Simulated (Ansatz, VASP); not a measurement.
# Ti3Te2S2 in two plane-wave programs

One calculation is typed for both programs; each brings its own data sets and cutoff. How far apart do they land? The cell is invented: As first built, before any earlier steps moved the atoms (in the runner's words): it takes the Ti3Te2Se2 structure with some of its atoms replaced by other elements, volume scaled by an estimate. It may not be a known or stable phase. The cell is taken from a series of VASP runs on this material, whose earlier steps may have relaxed, scaled or displaced it; both programs get it as it stands.

Method: plane waves, with VASP 6.6.1 beside it; relaxation of cell and atoms at PBE, in Ansatz 0.2.0.

## Step 1: Set-up

Symmetry: C2/m, No. 12, monoclinic system. Conventional cell: a = 13.456 Å, b = 3.582 Å, c = 6.559 Å, α = 90.00°, β = 116.96°, γ = 90.00°. Nearest to Te lie 4 Ti at 2.74 to 2.94 Å. Nearest to Ti lie 3 S at 2.41 to 2.45 Å and 3 Te at 2.81 to 2.94 Å and 1 Ti at 2.93 Å. Nearest to Ti lie 4 S at 2.51 Å and 2 Te at 2.74 Å. Nearest to S lie 5 Ti at 2.41 to 2.51 Å. As first built, before any earlier steps moved the atoms (in the runner's words): sites of the Ti3Te2Se2 structure (space group 12) filled with other elements, volume scaled by an estimate. Farther neighbours and most contacts between anions are not listed.

As a file:

```cif
data_structure
_symmetry_space_group_name_H-M 'C2/m'
_symmetry_Int_Tables_number 12
_cell_length_a 13.4561
_cell_length_b 3.5817
_cell_length_c 6.5594
_cell_angle_alpha 90.000
_cell_angle_beta 116.958
_cell_angle_gamma 90.000
_cell_volume 281.78
loop_
_atom_site_label
_atom_site_type_symbol
_atom_site_symmetry_multiplicity
_atom_site_Wyckoff_symbol
_atom_site_fract_x
_atom_site_fract_y
_atom_site_fract_z
_atom_site_occupancy
Te1 Te 4 i 0.62336 0.50000 0.46578 1
Ti1 Ti 4 i 0.74365 0.50000 0.18734 1
Ti2 Ti 2 a 0.00000 0.00000 0.00000 1
S1 S 4 i 0.88053 0.50000 0.04508 1
```

## Step 2: Ansatz: relaxation of cell and atoms, PBE

Ansatz runs on its default PAW (the set named soft_2) files.

The relaxed volume is the usual yardstick between codes: its relative difference is about their pressure difference at one cell divided by the bulk modulus.

input.yaml

```yaml
crystal:
  lattice:
    - [6.9467937814, -1.790835412, -0.1435560771]
    - [6.9467937814, 1.790835412, -0.1435560771]
    - [-3.1951512727, 0.0, 5.7285502557]
  atoms:
    - { symbol: Te, position: [0.8766351389, 0.8766351389, 0.2190463114] }
    - { symbol: Te, position: [0.1233648611, 0.1233648611, 0.7809536886] }
    - { symbol: Ti, position: [0.7563482338, 0.7563482338, 0.700036896] }
    - { symbol: Ti, position: [0.2436517662, 0.2436517662, 0.299963104] }
    - { symbol: Ti, position: [0.0, 0.0, 0.0] }
    - { symbol: S, position: [0.6194666458, 0.6194666458, 0.2840089212] }
    - { symbol: S, position: [0.3805333542, 0.3805333542, 0.7159910788] }
hamiltonian:
  xc: pbe
  pseudopotentials: { kind: paw }
kpoints:
  mp_grid: { grid: [6, 6, 4] }
scf:
  occupations: { method: fermi_dirac, width: 0.05 }
relax:
  f_tol: 0.01
  max_steps: 60
  cell: { stress_tol: 0.05 }
output:
  forces: true
  stress: true
```

Launch:

```
ansatz run input.yaml --threads 4 --pin off --max-ram 9216MiB --backend cpu --events-out ev --progress --plain --runs-dir out
```

Numbers of over 12 decimals in the logs are rounded to 6 here.

The program printed:

```text
basis.fft_grid_basis auto: the FFT boxes are laid along the combinations [[1, -1, 0], [1, 0, 1], [0, 0, 1]] of the cell's own vectors, 3.582, 6.962 and 6.559 Å long. The dense box has 24×48×45 points. Along the cell's own vectors, as sized, it would have 48×48×45, 2.00 times as many. Of the 4 symmetry operations that the crystal satisfies within crystal.symmetry.tolerance (time reversal apart; of a slab, those that k [...]
Engine: ansatz 0.2.0, x86_64-unknown-linux-gnu
Pseudopotentials: kind: paw
Pseudopotential: Te, paw, valence charge 16, recommended cutoff 420 eV (normal), Te.paw.azcp
Pseudopotential: Ti, paw, valence charge 12, recommended cutoff 420 eV (normal), Ti.paw.azcp
Pseudopotential: S, paw, valence charge 6, recommended cutoff 420 eV (normal), S.paw.azcp
Functional definition: PBE
  parameter kappa = 0.804
  parameter beta = 0.066725
  exchange = pbe_x(kappa = kappa, mu = beta*pi^2/3)
  correlation = pbe_c(beta = beta)
Crystal: 7 atoms, lattice volume = 140.890 Å³
Basis set: ecut = 420 eV, 2731 PW (Γ), FFT grids on a1−a2, a1+a3, a3, exchange–correlation on 48×96×90 points (8 copies of the dense FFT grid, shifted against one another)
Bands: 48, of which v1, the nominal top of the filled ones, is band 40 counted from 1 (39 counted from 0)
Symmetry: 4 space group operations
Space group: C2/m (ITA 12), of the structure as read, at distance tolerance 5.2e-5 Å
k-points: 47 of 144
Non-local potential: Te, projectors of the file, l = 0: 2, l = 1: 2, l = 2: 2, l = 3: 2
Non-local potential: Ti, projectors of the file, l = 0: 3, l = 1: 2, l = 2: 3, l = 3: 1
Non-local potential: S, projectors of the file, l = 0: 2, l = 1: 2, l = 2: 2
PAW form: soft (Blöchl's): semilocal exchange-correlation on the pseudo side does not see the compensation charge
PAW one-centre angular grid: Te, 590 points (default); XC on 64 Gauss nodes
PAW one-centre angular grid: Ti, 590 points (default); XC on 64 Gauss nodes
PAW one-centre angular grid: S, 110 points (default); XC on 64 Gauss nodes
Initial density: superposition of atomic densities (neutral atoms: chi_scale 0, normalization atom), corrected by the library's trained network
Initial wavefunctions: pseudopotential atomic-orbital guess
Functional: x = pbe(κ = 0.804, μ = 0.219515), c = pbe(β = 0.066725)
SCF iter   1: F=—  HF=-23270.629746 eV  |F-HF|=—  |Δ(HF+E_count)|=         —  Δρ=9.38e-3  dr2=2.66e-1  ethr=1.77e-3  ⟨swp⟩=6.7  Hψ=8858  notcnv=0
preconditioner: auto → Kerker (q_TF=auto, 2.483 Å⁻¹)  [metal: Δε(μ)=0.033 eV  Ē_g=6.564 eV  σ=0.050 eV  W_gap=0.16  n_scr=38 (ndim 8)  ℏωp=18.8 eV  f_vac=0.004  D(μ)=2.84/eV (n_scr^D=14)]
SCF iter   2: F=—  HF=-23270.610787 eV  |F-HF|=—  |Δ(HF+E_count)|=   1.90e-2  Δρ=4.20e-3  dr2=6.23e-2  ethr=3.32e-4  ⟨swp⟩=2.0  Hψ=2941  notcnv=0
SCF iter   3: F=—  HF=-23270.606098 eV  |F-HF|=—  |Δ(HF+E_count)|=   4.69e-3  Δρ=6.94e-4  dr2=1.74e-3  ethr=7.79e-5  ⟨swp⟩=2.0  Hψ=2709  notcnv=0
SCF iter   4: F=—  HF=-23270.605919 eV  |F-HF|=—  |Δ(HF+E_count)|=   1.78e-4  Δρ=2.46e-4  dr2=2.28e-4  ethr=2.17e-6  ⟨swp⟩=2.0  Hψ=2886  notcnv=0
SCF iter   5: F=—  HF=-23270.605878 eV  |F-HF|=—  |Δ(HF+E_count)|=   4.12e-5  Δρ=8.29e-5  dr2=2.72e-5  ethr=2.85e-7  ⟨swp⟩=2.0  Hψ=2952  notcnv=0
SCF iter   6: F=—  HF=-23270.605926 eV  |F-HF|=—  |Δ(HF+E_count)|=   4.76e-5  Δρ=3.04e-5  dr2=2.89e-6  ethr=3.39e-8  ⟨swp⟩=2.1  Hψ=2988  notcnv=0
SCF iter   7: F=—  HF=-23270.605926 eV  |F-HF|=—  |Δ(HF+E_count)|=   4.16e-7  Δρ=1.13e-5  dr2=4.51e-7  ethr=3.61e-9  ⟨swp⟩=2.0  Hψ=2986  notcnv=0
SCF iter   8: F=-23270.605926 eV  HF=-23270.605926 eV  |F-HF|=1.44e-8  |Δ(HF+E_count)|=   1.26e-7  Δρ=4.34e-6  dr2=6.42e-8  ethr=1.25e-10  ⟨swp⟩=5.0  Hψ=7456  notcnv=0
SCF 1 converged in 8 iterations: F = -23270.605926 eV  dr2 = 6.42e-8
  greatest PAW one-centre occupation: 0.999 electrons in one spin orbital (limit 2), on the Ti atom at site 4 (counted from 0), in its partial waves of l = 0
relax step   1: F+E_penalty+E_count = -23270.60592618 eV  Δ(F+E_penalty+E_count) = +0.000e0 eV  max|allowed force component| = 1.616e-2 eV/Å  Δτ_max = 0.0000 Å  P = +0.017 GPa  Ω = 140.890 Å³  (8 SCF iters, dr2 threshold 1.00e-7 eV, accepted)
[...]
relax step   2: F+E_penalty+E_count = -23270.60573428 eV  Δ(F+E_penalty+E_count) = +1.919e-4 eV  max|allowed force component| = 4.081e-2 eV/Å  Δτ_max = 0.0135 Å  P = -0.037 GPa  Ω = 141.101 Å³  energy of the carried Pulay correction = -2.651e-5 eV  (6 SCF iters, dr2 threshold 6.66e-8 eV, rejected (line search))
[...]
relax step   3: F+E_penalty+E_count = -23270.60621461 eV  Δ(F+E_penalty+E_count) = -2.884e-4 eV  max|allowed force component| = 6.768e-3 eV/Å  Δτ_max = 0.0032 Å  P = -0.019 GPa  Ω = 140.960 Å³  energy of the carried Pulay correction = -8.832e-6 eV  (9 SCF iters, accepted)
[...]
relax step   4: F+E_penalty+E_count = -23270.60622022 eV  Δ(F+E_penalty+E_count) = -5.611e-6 eV  max|allowed force component| = 6.768e-3 eV/Å  Δτ_max = 0.0000 Å  P = -0.019 GPa  Ω = 140.960 Å³  stress off target by 3.23e-2 GPa  SCF on the basis re-selected at this cell (its energy is not comparable with the rows above)  (8 SCF iters)
basis re-selected at this cell: Δ(F+E_penalty+E_count) = -5.611e-6 eV, ΔP = +0.000 GPa vs the last step (what re-selecting the basis moved, of the pressure what is left beyond the Pulay correction that the steps carried, after the strain that the cell walked since its last selection, with what the two solves' SCF thresholds leave and, on support functions, any second-order correction that the steps lacked; it is no m [...]
SCF converged after 8 iterations
Free energy (F): -23270.606220 eV
Harris-Foulkes:  -23270.606220 eV  (|F-HF|=1.09e-11)
Internal energy: -23270.578737 eV  (E = F + TS)
E sigma→0 (E₀):  -23270.592479 eV
Entropy (-TS):   -0.027483 eV (-3.926 meV/atom)
Fermi energy:    11.782764 eV
--- Per-component energies (eV) ---
  E_band       = -939.752805
  E_kinetic    = 1399.767581
  E_local      = -5346.761577  (includes V_loc(G=0)·N_el)
  E_nonlocal   = -537.819263
  E_hartree    = 2792.672181
  E_xc         = -739.300285
  E_vxc        = -754.884839  (∫ρ·V_xc dr)
  E_paw        = -13670.160957  (= ΣΔE_a)
  E_vpaw       = -1285.399056  (= ΣTr[D̂ρ^β])
  E_aug_tail   = -0.000012  (compensation charges beyond the density's cutoff)
  E_ewald      = -7168.976406
  E_smearing   = -0.027483  (= −TS)
  E_closure    = 0.000000  (closes the sum)
  Σ components = -23270.606220   (vs F -23270.606220, Δ=0.00e0)
--- Forces (eV/Å), atoms counted from 1 ---
  atom   1  Te    -0.00085859     0.00000000    -0.00676766
  atom   2  Te     0.00085859    -0.00000000     0.00676766
  atom   3  Ti    -0.00034217     0.00000000    -0.00015915
  atom   4  Ti     0.00034217    -0.00000000     0.00015915
  atom   5  Ti     0.00000000    -0.00000000     0.00000000
  atom   6  S      0.00348131    -0.00000000     0.00311490
  atom   7  S     -0.00348131     0.00000000    -0.00311490
  max |Σ_I F_I| component: 4.34e-19 eV/Å
--- Stress (GPa, compression-positive) ---
       -0.016521      -0.000000      -0.011563
       -0.000000      -0.032349      -0.000000
       -0.011563      -0.000000      -0.009246
  P = ⅓ Tr σ = -0.0194 GPa (-0.194 kbar)
--- Relaxed structure (3 steps of the walk, 2 accepted, 1 SCFs on fresh bases) ---
  F+E_penalty+E_count = -23270.60622022 eV   max|allowed force component| = 6.768e-3 eV/Å   (the final SCF, on the basis selected at the relaxed cell)
  cell:  # Å, volume = 140.9603 Å³
    - [6.946080, -1.788935, -0.144937]
    - [6.946080, 1.788935, -0.144937]
    - [-3.195753, -2.2388592916794736e-18, 5.738633]
  atoms:
    - { symbol: Te, position: [0.876533, 0.876533, 0.218483] }
    - { symbol: Te, position: [0.123467, 0.123467, 0.781517] }
    - { symbol: Ti, position: [0.756186, 0.756186, 0.699525] }
    - { symbol: Ti, position: [0.243814, 0.243814, 0.300475] }
    - { symbol: Ti, position: [0, 0, 0] }
    - { symbol: S, position: [0.619477, 0.619477, 0.284246] }
    - { symbol: S, position: [0.380523, 0.380523, 0.715754] }
```

Wall time 13 s (4 threads of Intel Xeon Platinum 8488C (Sapphire Rapids), shared host); peak memory 0.73 GiB.

(Part 1 of 2 ends here.)

[Lines on the potential files, build, host, timing and source positions are cut from VASP's logs without a mark.]

[Logs are printed without paths, hosts, clocks, repeated set-up lines and the standing remarks that a program may print on its own settings, such as how far it seeks lower states.]

[Hosts, paths, dates, database ids (printed as entryN), source tags and the programs' standing remarks are cut or masked in the printed files.]
